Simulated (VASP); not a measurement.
OSZICAR of a VASP run on YTl (space group Pm-3m):

OSZICAR:
```
       N       E                     dE             d eps       ncg     rms          rms(c)
DAV:   1     0.862345088785E+02    0.86235E+02   -0.11464E+04  1192   0.117E+03
DAV:   2    -0.729015252994E+01   -0.93525E+02   -0.92807E+02  1488   0.262E+02
DAV:   3    -0.108388644143E+02   -0.35487E+01   -0.35399E+01  1736   0.351E+01
DAV:   4    -0.109199567932E+02   -0.81092E-01   -0.81077E-01  1432   0.460E+00
DAV:   5    -0.109216183417E+02   -0.16615E-02   -0.16615E-02  1512   0.520E-01    0.253E+01
DAV:   6    -0.104703921134E+02    0.45123E+00   -0.70508E-01  1216   0.528E+00    0.165E+01
DAV:   7    -0.104088609819E+02    0.61531E-01   -0.10919E+00  1680   0.599E+00    0.205E+00
DAV:   8    -0.103841892218E+02    0.24672E-01   -0.37932E-01  1208   0.317E+00    0.636E-01
DAV:   9    -0.103753008150E+02    0.88884E-02   -0.37223E-02  1232   0.101E+00    0.208E-01
DAV:  10    -0.103752812958E+02    0.19519E-04   -0.33446E-03  1352   0.323E-01    0.177E-01
DAV:  11    -0.103752278772E+02    0.53419E-04   -0.18050E-04  1296   0.873E-02    0.446E-02
DAV:  12    -0.103752067588E+02    0.21118E-04   -0.16830E-04  1400   0.694E-02    0.110E-02
DAV:  13    -0.103752070436E+02   -0.28482E-06   -0.48106E-06  1136   0.128E-02
   1 F= -.10375207E+02 E0= -.10375034E+02  d E =-.103752E+02
       N       E                     dE             d eps       ncg     rms          rms(c)
DAV:   1    -0.104509002269E+02   -0.75693E-01   -0.14451E+00  1176   0.101E+01    0.178E+00
DAV:   2    -0.103886103508E+02    0.62290E-01   -0.19157E-01  1248   0.346E+00    0.712E-01
DAV:   3    -0.103752724869E+02    0.13338E-01   -0.48664E-02  1744   0.158E+00    0.424E-01
DAV:   4    -0.103757211201E+02   -0.44863E-03   -0.31680E-03  1832   0.270E-01    0.306E-01
DAV:   5    -0.103763639067E+02   -0.64279E-03   -0.13320E-03  1848   0.131E-01    0.721E-02
DAV:   6    -0.103764479279E+02   -0.84021E-04   -0.84294E-05  1920   0.504E-02    0.207E-02
DAV:   7    -0.103764572499E+02   -0.93220E-05   -0.12268E-05  1608   0.257E-02    0.487E-03
DAV:   8    -0.103764579923E+02   -0.74240E-06   -0.15488E-06  1064   0.630E-03
   2 F= -.10376458E+02 E0= -.10376347E+02  d E =-.125095E-02
       N       E                     dE             d eps       ncg     rms          rms(c)
DAV:   1    -0.103837840441E+02   -0.73268E-02   -0.13812E-01  1168   0.315E+00    0.553E-01
DAV:   2    -0.103780152404E+02    0.57688E-02   -0.18254E-02  1280   0.105E+00    0.228E-01
DAV:   3    -0.103766760349E+02    0.13392E-02   -0.47345E-03  1752   0.495E-01    0.135E-01
DAV:   4    -0.103767115401E+02   -0.35505E-04   -0.28783E-04  1832   0.821E-02    0.969E-02
DAV:   5    -0.103767642980E+02   -0.52758E-04   -0.14520E-04  1856   0.417E-02    0.207E-02
DAV:   6    -0.103767677639E+02   -0.34659E-05   -0.39054E-06  1232   0.141E-02    0.674E-03
DAV:   7    -0.103767677150E+02    0.48942E-07   -0.29453E-06  1352   0.821E-03
   3 F= -.10376768E+02 E0= -.10376634E+02  d E =-.156067E-02
```

**Question.** Which electronic solver shows in the log?

**Answer.** It is blocked Davidson (ALGO = Normal, or the opening steps of other solvers). The INCAR had ALGO = Normal.

**Question.** Can the final energy be trusted as converged?

**Answer.** The calculation finished and met its thresholds. It stopped with EDIFF = 1E-6, NELM = 100, NSW = 60 and EDIFFG = -0.01 after 3 ionic steps (PBEsol GGA, plane waves, VASP's PBE PAW potentials (set 64)).

The structure comes from a measured YTl entry (Pm-3m) of the Crystallography Open Database, whose conditions weren't checked. This run relaxes it. Symmetry was kept, so distortions that lower it aren't found.
